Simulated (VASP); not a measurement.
VASP runs on NaCl (rock salt) share one base input (PBE GGA, plane waves, VASP's PBE PAW potentials (set 64)) and change the settings named in each case.

**POSCAR**
```
NaCl
1
    0.0000000000     2.8200000000     2.8200000000
    2.8200000000     0.0000000000     2.8200000000
    2.8200000000     2.8200000000     0.0000000000
Na Cl
1 1
Direct
  0.0000000000   0.0000000000   0.0000000000
  0.5000000000   0.5000000000   0.5000000000
```

**INCAR**
```
SYSTEM = NaCl
PREC = Accurate
ENCUT = 400
EDIFF = 1E-6
NELM = 100
ALGO = Normal
LREAL = .FALSE.
LASPH = .TRUE.
ISMEAR = 0
SIGMA = 0.05
GGA = PE
LWAVE = .FALSE.
LCHARG = .FALSE.
ISIF = 2
```

KPOINTS:
```
Automatic mesh
0
Gamma
7 7 7
0 0 0
```

POTCAR, in this order: Na_pv Cl (PBE.64 set). Program: vasp_std.

```
change            E(σ→0) (eV/atom)  pressure (GPa)  plane waves
----------------  ----------------  --------------  -----------
base run                   -3.3873            0.57          869
PREC = Low                 -3.3924            0.83          869
PREC = Normal              -3.3874            0.57          869
PREC = Single              -3.3880            0.52          869
ADDGRID = .TRUE.           -3.3873            0.57          869
LASPH = .FALSE.            -3.3873            0.57          869
LREAL = Auto               -3.3876            0.57          869
```

Left out are runs that ran out of time, are held back, or changed the cell or the kind of run, fixed moments of cells without a moment, rows past the twelfth, gaps on odd meshes, pressures of charged cells and columns that move by less than the noise.

The compound is NaCl in the rock salt structure. The cell was not relaxed at this level.
